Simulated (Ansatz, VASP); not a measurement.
# Cross-check of CO2 between VASP and Ansatz

Aim: how closely do two programs agree when they are given the same cell, functional and k mesh? The cell is taken from a series of runs on this material, whose earlier steps may have relaxed, scaled, displaced or heated it; both programs get it as it stands.

Main program and level: Ansatz 0.2.0; plane waves, with VASP 6.6.1 beside it; zone-centre phonons at PBEsol with D3(BJ).

## Step 1: The structure

It takes space group I-42d (No. 122, tetragonal). The conventional cell has a = 3.900 Å, b = 3.900 Å, c = 5.929 Å, α = 90.00°, β = 90.00°, γ = 90.00°. C has 4 O at 1.39 Å nearest. Nearest to O lie 2 C at 1.39 Å. Farther neighbours and most contacts between anions are not listed.

## Step 2: Ansatz: zone-centre phonons, PBEsol with D3(BJ)

Ansatz runs on its default PAW (the set named soft_2) files.

Second derivatives magnify differences that forces hide, and they need a tight electronic threshold.

File input.yaml:

```yaml
crystal:
  lattice:
    - [-1.9501912981, 1.9501912981, 2.964670006]
    - [1.9501912981, -1.9501912981, 2.964670006]
    - [1.9501912981, 1.9501912981, -2.964670006]
  atoms:
    - { symbol: C, position: [0.75, 0.25, 0.5] }
    - { symbol: C, position: [0.0, 0.0, 0.0] }
    - { symbol: O, position: [0.7059835479, 0.125, 0.0809835479] }
    - { symbol: O, position: [0.0440164521, 0.625, 0.9190164521] }
    - { symbol: O, position: [0.375, 0.2940164521, 0.4190164521] }
    - { symbol: O, position: [0.875, 0.9559835479, 0.5809835479] }
kpoints:
  mp_grid: { grid: [8, 8, 8] }
hamiltonian:
  xc: pbesol
  dispersion: d3bj
scf:
  occupations: { method: fixed }
output:
  eigenvalues: true
phonons:
  method: dfpt
```

Started as:

```
> ansatz run input.yaml --threads 8 --pin off --max-ram 14336MiB --backend cpu --events-out ev --progress --plain --runs-dir out
```

Numbers of over 12 decimals in the logs are rounded to 6 here.

The program printed:

```text
Engine: ansatz 0.2.0, aarch64-unknown-linux-gnu
Pseudopotentials: kind: paw
Pseudopotential: C, paw, valence charge 4, recommended cutoff 420 eV (normal), C.paw.azcp
Pseudopotential: O, paw, valence charge 6, recommended cutoff 420 eV (normal), O.paw.azcp
Functional definition: PBEsol
  exchange = pbesol_x
  correlation = pbesol_c
Crystal: 6 atoms, lattice volume = 45.101 Å³
Basis set: ecut = 420 eV, 901 PW (Γ), exchange–correlation on 64×64×64 points (8 copies of the dense FFT grid, shifted against one another)
Bands: 22, of which v1, the nominal top of the filled ones, is band 16 counted from 1 (15 counted from 0)
Symmetry: 8 space group operations
k-points: 260 of 512 (irreducible under 1 space group operation, time reversal used)
Non-local potential: C, projectors of the file, l = 0: 2, l = 1: 2, l = 2: 1
Non-local potential: O, projectors of the file, l = 0: 2, l = 1: 2, l = 2: 1
PAW form: soft (Blöchl's): semilocal exchange-correlation on the pseudo side does not see the compensation charge
PAW frozen core: C, regenerated for the run's functional, and the local potential with it (the file was generated under x = pbe(κ = 0.804, μ = 0.219515), c = pbe(β = 0.066725))
PAW frozen core: O, regenerated for the run's functional, and the local potential with it (the file was generated under x = pbe(κ = 0.804, μ = 0.219515), c = pbe(β = 0.066725))
PAW one-centre angular grid: C, 110 points (default); XC on 64 Gauss nodes
PAW one-centre angular grid: O, 110 points (default); XC on 64 Gauss nodes
Initial density: superposition of atomic densities (neutral atoms: chi_scale 0, normalization atom), corrected by the library's trained network
Initial wavefunctions: pseudopotential atomic-orbital guess
Functional: x = pbesol(κ = 0.804, μ = 0.123457), c = pbesol(β = 0.046)
SCF iter   1: F=—  HF=-2733.108169 eV  |F-HF|=—  |Δ(HF+E_count)|=         —  Δρ=1.04e-2  dr2=3.10e-2  ethr=1.77e-3  ⟨swp⟩=5.0  Hψ=21817  notcnv=0  defer=1015
preconditioner: auto → none  [insulator: Δε(μ)=7.614 eV  Ē_g=19.252 eV  n_scr=14 (ndim 8)  ℏωp=31.3 eV  f_vac=0.025  ε∞_Penn≈3.6]
SCF iter   2: F=—  HF=-2733.099193 eV  |F-HF|=—  |Δ(HF+E_count)|=   8.98e-3  Δρ=2.74e-3  dr2=1.93e-3  ethr=9.69e-5  ⟨swp⟩=2.9  Hψ=12262  notcnv=0  defer=1036
SCF iter   3: F=—  HF=-2733.099144 eV  |F-HF|=—  |Δ(HF+E_count)|=   4.98e-5  Δρ=1.19e-3  dr2=2.91e-4  ethr=6.02e-6  ⟨swp⟩=2.0  Hψ=9304  notcnv=0  defer=1037
SCF iter   4: F=—  HF=-2733.099191 eV  |F-HF|=—  |Δ(HF+E_count)|=   4.70e-5  Δρ=4.16e-4  dr2=1.56e-5  ethr=9.10e-7  ⟨swp⟩=2.0  Hψ=8332  notcnv=0  defer=836
SCF iter   5: F=—  HF=-2733.099226 eV  |F-HF|=—  |Δ(HF+E_count)|=   3.54e-5  Δρ=3.78e-5  dr2=1.80e-7  ethr=4.89e-8  ⟨swp⟩=2.4  Hψ=9670  notcnv=0  defer=498
SCF iter   6: F=—  HF=-2733.099226 eV  |F-HF|=—  |Δ(HF+E_count)|=   8.44e-8  Δρ=5.45e-6  dr2=3.91e-9  ethr=5.64e-10  ⟨swp⟩=2.1  Hψ=8232  notcnv=0  defer=498
SCF iter   7: F=-2733.099226 eV  HF=-2733.099226 eV  |F-HF|=7.73e-12  |Δ(HF+E_count)|=   7.07e-9  Δρ=3.48e-7  dr2=3.06e-11  ethr=1.00e-12  ⟨swp⟩=11.3  Hψ=39638  notcnv=0
SCF 1 converged in 7 iterations: F = -2733.099226 eV  dr2 = 3.06e-11
  greatest PAW one-centre occupation: 0.865 electrons in one spin orbital (limit 2), on the O atom at site 5 (counted from 0), in its partial waves of l = 0
DFPT response loops at Γ: preconditioner auto → none (the input reference at scf.mixing.eps_inf says where Resta's filter doesn't serve); β = 0.50; Broyden in place of MSR1
SCF converged after 7 iterations
Free energy (F): -2733.099226 eV
Harris-Foulkes:  -2733.099226 eV  (|F-HF|=7.73e-12)
Internal energy: -2733.099226 eV  (E = F + TS)
E sigma→0 (E₀):  -2733.099226 eV
Fermi energy:    5.480761 eV
--- Per-component energies (eV) ---
  E_band       = -103.596598
  E_kinetic    = 882.882877
  E_local      = -1718.251717  (includes V_loc(G=0)·N_el)
  E_nonlocal   = 246.059178
  E_hartree    = 566.303054
  E_xc         = -383.822802
  E_vxc        = -488.808425  (∫ρ·V_xc dr)
  E_paw        = -801.532238  (= ΣΔE_a)
  E_vpaw       = -158.094691  (= ΣTr[D̂ρ^β])
  E_aug_tail   = 0.010126  (compensation charges beyond the density's cutoff)
  E_ewald      = -1524.516725
  E_disp       = -0.414331  (pairwise vdW)
  E_core_change = 0.183353  (= ΣΔE_core)
  E_smearing   = -0.000000  (= −TS)
  E_closure    = 0.000000  (closes the sum)
  Σ components = -2733.099226   (vs F -2733.099226, Δ=0.00e0)
--- Band table (eV; the first three rows and the last of 260) ---
  k-point 0: bands = [... 12 lower, 4.1569, 4.6079, 4.6079, 5.0735, 13.1357, 15.0269, 15.0269, 15.0473, ... 2 higher]
  k-point 1: bands = [... 12 lower, 4.2930, 4.3417, 4.5027, 4.8999, 13.3292, 15.0161, 15.1728, 15.4007, ... 2 higher]
  k-point 2: bands = [... 12 lower, 4.2532, 4.2869, 4.6369, 4.8171, 13.6803, 14.9565, 15.7098, 15.7751, ... 2 higher]
  k-point 259: bands = [... 12 lower, 2.5619, 2.5619, 5.4533, 5.4533, 14.4494, 14.4494, 16.4548, 16.4548, ... 2 higher]
--- Phonons (Γ-DFPT): 5 representative perturbations + reference, on 260 of 512 k-points (Σ response iterations 17) ---
  k mesh reduced under 1 symmetry operation, with k and −k counted as one. Each operation leaves every solved perturbation unchanged. A smaller set is not used because it would not reduce the number of displacements times k-points to solve
  ASR residual: 1.466e-4 → 0.000e0 eV/Å²; symmetrization residual: 1.301e-6 eV/Å²
  pairwise dispersion correction: d3bj (s6 = 1.0, s8 = 2.9491, a1 = 0.4466, a2_bohr = 6.1742), with the weights of each atom's references fixed at the reference crystal's, and the forces and stress that the weights' published response gives there kept as a pressure on the atom's counted neighbours (hamiltonian.dispersion)
  ASR residual per site (eV/Å²): 7.70e-5 7.70e-5 1.47e-4 1.47e-4 1.47e-4 1.47e-4
  Γ frequencies (cm⁻¹): 0.00 0.00 0.00 349.22 349.22 537.61 649.80 688.76 791.68 852.02 852.02 888.83 888.83 908.30 1066.69 1066.69 1080.97 1097.84
  non-analytic LO–TO correction: not included (Born effective charges unavailable; polar crystals: no LO–TO splitting at Γ)
```

(Part 1 of 2 ends here.)

[Lines on the potential files, build, host, timing and source positions are cut from VASP's logs without a mark.]

[Logs are printed without paths, hosts, clocks, repeated set-up lines and the standing remarks that a program may print on its own settings, such as how far it seeks lower states.]

[Hosts, paths, dates, database ids (printed as entryN), source tags and the programs' standing remarks are cut or masked in the printed files.]
